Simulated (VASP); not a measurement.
# Si (Fd-3m) in VASP: settings compared, part 2 of 3

VASP 6.6.1. Earlier steps stand in the parts before.

## 4. Relaxation of cell and atoms, LDA

Contents of INCAR:

```
SYSTEM = Si
PREC = Accurate
ENCUT = 600
EDIFF = 1E-6
ISMEAR = 0
SIGMA = 0.03
LREAL = .FALSE.
LASPH = .TRUE.
NELM = 80
ALGO = Normal
ISIF = 3
LWAVE = .FALSE.
LCHARG = .FALSE.
IBRION = 2
NSW = 90
EDIFFG = -0.01
```

Contents of KPOINTS:

```
regular mesh
0
G
  12 12 12
  0 0 0
```

Contents of POSCAR:

```
Si
1.0
    0.0000000000      2.7135600000      2.7135600000
    2.7135600000      0.0000000000      2.7135600000
    2.7135600000      2.7135600000      0.0000000000
Si
2
Direct
    0.7500000000      0.7500000000      0.7500000000
    0.5000000000      0.5000000000      0.5000000000
```

Potentials or basis: VASP PAW LDA potentials, release 64 (Si).

On the command line:

```console
cat potpaw_LDA.64/Si/POTCAR > POTCAR
mpirun -np 1 vasp_std > vasp.out
```

OUTCAR:

```text
SYSTEM = Si
   PREC = Accurate
   ENCUT = 600
   EDIFF = 1E-6
   ISMEAR = 0
   LREAL = .FALSE.
   LASPH = .TRUE.
   NELM = 80
   ISIF = 3
   IBRION = 2
   NSW = 90
   EDIFFG = -0.01

 ion  position               nearest neighbor table
   1  0.750  0.750  0.750-   2 2.35   2 2.35   2 2.35   2 2.35
   2  0.500  0.500  0.500-   1 2.35   1 2.35   1 2.35   1 2.35

  LATTYP: Found a face centered cubic cell.
 ALAT       =     5.4271200000

  Lattice vectors:

 A1 = (   0.0000000000,   2.7135600000,   2.7135600000)
 A2 = (   2.7135600000,   0.0000000000,   2.7135600000)
 A3 = (   2.7135600000,   2.7135600000,   0.0000000000)

Analysis of symmetry for initial positions (statically):
=====================================================================
 Subroutine PRICEL returns:
 Original cell was already a primitive cell.

 Routine SETGRP: Setting up the symmetry group for a
 face centered cubic supercell.

 Subroutine GETGRP returns: Found 48 space group operations
 (whereof 24 operations were pure point group operations)
 out of a pool of 48 trial point group operations.

The static configuration has the point symmetry T_d .
 The point group associated with its full space group is O_h .

Analysis of symmetry for dynamics (positions and initial velocities):
=====================================================================
 Subroutine PRICEL returns:
 Original cell was already a primitive cell.

 Routine SETGRP: Setting up the symmetry group for a
 face centered cubic supercell.

 Subroutine GETGRP returns: Found 48 space group operations
 (whereof 24 operations were pure point group operations)
 out of a pool of 48 trial point group operations.

The dynamic configuration has the point symmetry T_d .
 The point group associated with its full space group is O_h .

 Subroutine INISYM returns: Found 48 space group operations
 (whereof 24 operations are pure point group operations),
 and found     1 'primitive' translations

----------------------------------------------------------------------------------------

                                     Primitive cell

  volume of cell :      39.9621

  direct lattice vectors                    reciprocal lattice vectors
     0.000000000  2.713560000  2.713560000    -0.184259792  0.184259792  0.184259792
     2.713560000  0.000000000  2.713560000     0.184259792 -0.184259792  0.184259792
     2.713560000  2.713560000  0.000000000     0.184259792  0.184259792 -0.184259792

  length of vectors
     3.837553354  3.837553354  3.837553354     0.319147321  0.319147321  0.319147321

  position of ions in fractional coordinates (direct lattice)
     0.750000000  0.750000000  0.750000000
     0.500000000  0.500000000  0.500000000

  ion indices of the primitive-cell ions
   primitive index   ion index
                 1           1
                 2           2

----------------------------------------------------------------------------------------

 KPOINTS: regular mesh

[... 46 lines left out ...]
  0.500000  0.166667  0.000000     24.000000
 -0.416667  0.166667  0.000000     24.000000
 [... further k-points ...]
   k-points           NKPTS =     72   k-points in BZ     NKDIM =     72   number of bands    NBANDS=      8
   number of dos      NEDOS =    301   number of ions     NIONS =      2
   total plane-waves  NPLWV =  32768
   dimension x,y,z NGX =    32 NGY =   32 NGZ =   32
   dimension x,y,z NGXF=    64 NGYF=   64 NGZF=   64
   ions per type =               2
   NGX,Y,Z   is equivalent  to a cutoff of  13.86, 13.86, 13.86 a.u.
   NGXF,Y,Z  is equivalent  to a cutoff of  27.73, 27.73, 27.73 a.u.
 SYSTEM =  Si
   PREC   = accura    normal or accurate (medium, high low for compatibility)
   ISTART =      0    job   : 0-new  1-cont  2-samecut
   ICHARG =      2    charge: 1-file 2-atom 10-const
   ISPIN  =      1    spin polarized calculation?
   LNONCOLLINEAR =      F non collinear calculations
   LSORBIT =      F    spin-orbit coupling
   LASPH  =      T    aspherical Exc in radial PAW
   ENCUT  =  600.0 eV  44.10 Ry    6.64 a.u.   7.66  7.66  7.66*2*pi/ulx,y,z
   NELM   =     80;   NELMIN=  2; NELMDL= -5     # of ELM steps
   EDIFF  = 0.1E-05   stopping-criterion for ELM
   LREAL  =      F    real-space projection
   EDIFFG = -.1E-01   stopping-criterion for IOM
   NSW    =     90    number of steps for IOM
   IBRION =      2    ionic relax: 0-MD 1-quasi-New 2-CG
   NFREE  =      1    steps in history (QN), initial steepest desc. (CG)
   ISIF   =      3    stress and relaxation
   ISYM   =      2    0-nonsym 1-usesym 2-fastsym
   POTIM  = 0.5000    time-step for ionic-motion
   TEBEG  =    0.0;   TEEND  =   0.0 temperature during run
   PSTRESS=    0.0 pullay stress
   NELECT =       8.0000    total number of electrons
   NUPDOWN=      -1.0000    fix difference up-down
   EMIN   =  10.00;   EMAX   =-10.00  energy-range for DOS
   EFERMI =   0.00;   METHOD = LEGACY
   ISMEAR =     0;   SIGMA  =   0.03  broadening in eV -4-tet -1-fermi 0-gaus
   EFERMI_NEDOS =   21; number of points for ismear=-14 and -15
   IALGO  =     38    algorithm
   IMIX   =      4    mixing-type and parameters
     AMIX     =   0.40;   BMIX     =  1.00
     AMIX_MAG =   1.60;   BMIX_MAG =  1.00
  volume/ion in A,a.u.               =      19.98       134.84
  Fermi-wavevector in a.u.,A,eV,Ry     =   0.957684  1.809760 12.478691  0.917158
  Thomas-Fermi vector in A             =   2.086724
   LORBIT       =      0    0 simple, 1 ext, 2 COOP (PROOUT), +10 PAW based schemes
   GGA     = CA    functional components
   LHFCALC =     F    Hartree Fock is set to
   AEXX    =    0.0000 exact exchange contribution
   IVDW    =     0    specifies the selected vdW correction
   LEPSILON=     F    determine dielectric tensor
   LRPA    =     F    only Hartree local field effects (RPA)
 conjugate gradient relaxation of ions
 non-spin polarized calculation
 Gauss-broadening in eV      SIGMA  =   0.03
  energy-cutoff  :      600.00
  volume of cell :       39.96
 maximum number of plane-waves:      1363
   NGX = 15   NGY = 15   NGZ = 15

--------------------------------------- Ionic step        1  -------------------------------------------

 number of electron       7.9999999 magnetization

 Free energy of the ion-electron system (eV)
  ---------------------------------------------------
  ext. energy  EPLUGINS =         0.00000000
  ---------------------------------------------------
  free energy    TOTEN  =       -11.91786230 eV

  energy without entropy =      -11.91786230  energy(sigma->0) =      -11.91786230

------------------------ aborting loop because EDIFF is reached ----------------------------------------

  FORCE on cell =-STRESS in cart. coord.  units (eV):
  Direction    XX          YY          ZZ          XY          YZ          ZX
  --------------------------------------------------------------------------------------
  -------------------------------------------------------------------------------------
  Total       -0.3134652     -0.3134652     -0.3134652     -0.0000000     -0.0000000     -0.0000000
  in kB      -12.5675809    -12.5675809    -12.5675809     -0.0000000     -0.0000000     -0.0000000
  external PRESSURE =     -12.5675809 kB  Pullay stress =       0.0000000 kB
[... 59 lines left out ...]
--------------------------------------- Ionic step        3  -------------------------------------------

 number of electron       7.9999999 magnetization

 Free energy of the ion-electron system (eV)
  ---------------------------------------------------
  ext. energy  EPLUGINS =         0.00000000
  ---------------------------------------------------
  free energy    TOTEN  =       -11.91997274 eV

  energy without entropy =      -11.91997274  energy(sigma->0) =      -11.91997274

 E-fermi :   6.0915     XC(G=0):  -9.6637

 val. band max:        5.9274119238   @ k =   0.0000   0.0000   0.0000
 cond. band min:       6.3702540919   @ k =   0.4167   0.4167   0.0000
 fundamental gap:      0.4428421680
 Fermi energy:         6.0915141706

 k-point     1 :       0.0000    0.0000    0.0000
  band No.  band energies     occupation
      1      -6.1352      2.00000
      2       5.9274      2.00000
      3       5.9274      2.00000
      4       5.9274      2.00000
      5       8.4580      0.00000
      6       8.4580      0.00000
      7       8.4580      0.00000
      8       9.3129      0.00000
[... 243 lines left out ...]
 k-point    24 :      -0.4167    0.1667    0.0000
  band No.  band energies     occupation
      1      -3.4823      2.00000
      2      -0.9150      2.00000
      3       2.8834      2.00000
      4       4.3155      2.00000
      5       8.0354      0.00000
      6       9.9448      0.00000
      7      10.2842      0.00000
      8      13.8585      0.00000

 [... further k-points ...]
[... 5 lines left out ...]
  --------------------------------------------------------------------------------------
  -------------------------------------------------------------------------------------
  Total        0.0003136      0.0003136      0.0003136     -0.0000000      0.0000000      0.0000000
  in kB        0.0127405      0.0127405      0.0127405     -0.0000000      0.0000000      0.0000000
  external PRESSURE =       0.0127405 kB  Pullay stress =       0.0000000 kB
[... 17 lines left out ...]
  FREE ENERGIE OF THE ION-ELECTRON SYSTEM (eV)
  ---------------------------------------------------
  free  energy   TOTEN  =       -11.9199727370 eV

  energy  without entropy=      -11.9199727370  energy(sigma->0) =      -11.91997274

 reached required accuracy - stopping structural energy minimisation
```

Wall time 30 s (1 thread of Intel Xeon Platinum 8259CL at 2.50GHz (Skylake/Cascade Lake), shared host); peak memory 0.16 GiB.

Results:

```yaml
Free_energy: -11.9200 eV
Relaxed_volume: 19.72 Å³/atom
Relaxed_cell: a = 3.820 Å, b = 3.820 Å, c = 3.820 Å, α = 60.00°, β = 60.00°, γ = 60.00°
Space_group_after_relaxing_to_0.05_Å: Fd-3m (No. 227)
Energy_gained_by_relaxing: 1.1 meV/atom
Ionic_steps: 3
Pressure_after_relaxing: 0.0 GPa
Band_gap_on_the_k_mesh: 0.44 eV, indirect (least direct gap 2.53 eV)
```

The path:
```tsv
step	energy change (eV)	largest force (eV/Å)	pressure (GPa)	volume (Å³)
1	0.0000	0.0000	-1.26	39.96
2	-0.0011	0.0000	0.93	39.06
3	-0.0021	0.0000	0.00	39.43
```

Final structure:
```
Si
1.0
     0.00000    2.70149    2.70149
     2.70149    0.00000    2.70149
     2.70149    2.70149    0.00000
Si
2
Direct
  0.75000 0.75000 0.75000
  0.50000 0.50000 0.50000
```

(Part 2 of 3 ends here.)
